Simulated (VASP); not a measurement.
Here is the system:

```yaml
crystal:
  lattice:
    - [0.00000, 2.77500, 2.77500]
    - [2.77500, 0.00000, 2.77500]
    - [2.77500, 2.77500, 0.00000]
  atoms:
    - { symbol: Ag, position: [0.00000, 0.00000, 0.00000] }
    - { symbol: Cl, position: [0.50000, 0.50000, 0.50000] }
```

Level of theory: PBE GGA, VASP's PBE PAW potentials (set 64) (plane waves; VASP). Numerical set-up: 400 eV cut-off, 11×11×11 Γ-centred mesh, Gaussian smearing of 0.050 eV, potentials Ag Cl.

Question: Predict the energy per atom (σ→0), pressure.

Answer: 
```json
{
 "energy per atom (σ→0)": "-2.698 eV/atom",
 "pressure": "1.20 GPa"
}
```

The compound is AgCl in the rock salt structure. The cell was not relaxed at this level. The run is one of a series of settings (KPOINTS 11×11×11 Γ-centred mesh against the base run), some of them coarse on purpose.
